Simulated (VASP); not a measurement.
An input for Ansatz (written as the equivalent of a VASP run, and not itself run):

Ansatz 0.2 input:
```yaml
crystal:
  lattice:
    - [2.7242788, 0.0000000, 0.0000000]
    - [0.0000000, 2.7242788, 0.0000000]
    - [0.0000000, 0.0000000, 2.7242788]
  atoms:
    - { symbol: Zn, position: [0.5000000, 0.5000000, 0.5000000] }
    - { symbol: Cu, position: [0.0000000, 0.0000000, 0.0000000] }
kpoints:
  mp_grid: { grid: [13, 13, 13] }
hamiltonian:
  xc: pbesol
  pseudopotentials: { kind: paw }
scf:
  occupations: { method: methfessel_paxton, width: 0.1 }
  max_iter: 100
relax:
  max_steps: 40
  f_tol: 0.02
  cell: { p_target: 45 }
output: { forces: true, stress: true, eigenvalues: true }
```

**Question.** Translate this input to VASP (INCAR, KPOINTS, POSCAR, choice of POTCAR).

**Answer.** One answer among several that fit: 
### KPOINTS
```
K-points
0
Gamma
13 13 13
```

### POSCAR
```
CuZn
1
    2.7242788345    -0.0000000000     0.0000000000
   -0.0000000000     2.7242788345     0.0000000000
    0.0000000000     0.0000000000     2.7242788345
Zn Cu
1 1
Direct
  0.5000000000   0.5000000000   0.5000000000
  0.0000000000   0.0000000000   0.0000000000
```

### INCAR
```
SYSTEM = CuZn
PREC = Accurate
ENCUT = 500
EDIFF = 1E-6
NELM = 100
ALGO = Normal
LREAL = .FALSE.
LASPH = .TRUE.
ISMEAR = 1
SIGMA = 0.1
GGA = PS
LMAXMIX = 4
LWAVE = .FALSE.
LCHARG = .FALSE.
IBRION = 2
ISIF = 3
NSW = 40
EDIFFG = -0.02
PSTRESS = 450
```

POTCAR, in this order: Zn Cu (PBE.64 set). Program: vasp_std.

Limits of the translation: each code has its own PAW files, so the cut-off isn't converted (ENCUT is set for VASP's; basis.ecutwfc is left out, and Ansatz then takes the one that its files recommend); Ansatz stops its SCF on the density residual and VASP on the energy change (EDIFF).

The compound is CuZn in the CsCl type structure. It was relaxed first under an external pressure of 45 GPa.
